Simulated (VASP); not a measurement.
The input files of a VASP run:

INCAR:
```
ALGO=Normal
EDIFF=1E-6
EDIFFG=-0.02
ENCUT=620
GGA=PS
IBRION=2
ISIF=3
ISMEAR=1
ISPIN=2
LASPH=.TRUE.
LCHARG=.FALSE.
LMAXMIX=4
LORBIT=10
LREAL=.FALSE.
LWAVE=.FALSE.
MAGMOM=2.1 2.1 -0.1 -0.1 -0.1 -0.1
NELM=100
NSW=40
PREC=Accurate
PSTRESS=50
SIGMA=0.1
SYSTEM=CrO2
```

File KPOINTS:
```
Automatic
0
Gamma
 7 7 11
```

### POSCAR
```
CrO2
1
    4.3603561479     0.0000000000     0.0000000000
    0.0000000000     4.3603561479     0.0000000000
    0.0000000000     0.0000000000     2.8766202149
Cr O
2 4
Direct
  0.0000000000   0.0000000000   0.0000000000
  0.5000000000   0.5000000000   0.5000000000
  0.3027903179   0.3027903179   0.0000000000
  0.8027903179   0.1972096821   0.5000000000
  0.1972096821   0.8027903179   0.5000000000
  0.6972096821   0.6972096821   0.0000000000
```

POTCAR, in this order: Cr_pv O (PBE.64 set). Program: vasp_std.

### Question
Translate this PBEsol calculation to Ansatz.

### Answer
One equivalent input (not run):
Ansatz 0.2 input:
```yaml
crystal:
  lattice:
    - [4.3603561, 0.0000000, 0.0000000]
    - [0.0000000, 4.3603561, 0.0000000]
    - [0.0000000, 0.0000000, 2.8766202]
  atoms:
    - { symbol: Cr, position: [0.0000000, 0.0000000, 0.0000000], spin: 2.1 }
    - { symbol: Cr, position: [0.5000000, 0.5000000, 0.5000000], spin: 2.1 }
    - { symbol: O, position: [0.3027903, 0.3027903, 0.0000000], spin: -0.1 }
    - { symbol: O, position: [0.8027903, 0.1972097, 0.5000000], spin: -0.1 }
    - { symbol: O, position: [0.1972097, 0.8027903, 0.5000000], spin: -0.1 }
    - { symbol: O, position: [0.6972097, 0.6972097, 0.0000000], spin: -0.1 }
kpoints:
  mp_grid: { grid: [7, 7, 11] }
hamiltonian:
  xc: pbesol
  pseudopotentials: { kind: paw }
magnetization: { spin_polarized: true }
scf:
  occupations: { method: methfessel_paxton, width: 0.1 }
  max_iter: 100
relax:
  max_steps: 40
  f_tol: 0.02
  cell: { p_target: 5 }
output: { forces: true, stress: true, eigenvalues: true }
```
What does not carry over: each code has its own PAW files, so the cut-off isn't converted (ENCUT is set for VASP's; basis.ecutwfc is left out, and Ansatz then takes the one that its files recommend); Ansatz stops its SCF on the density residual and VASP on the energy change (EDIFF).

The compound is CrO2 in the rutile structure. It was relaxed first under an external pressure of 5 GPa.
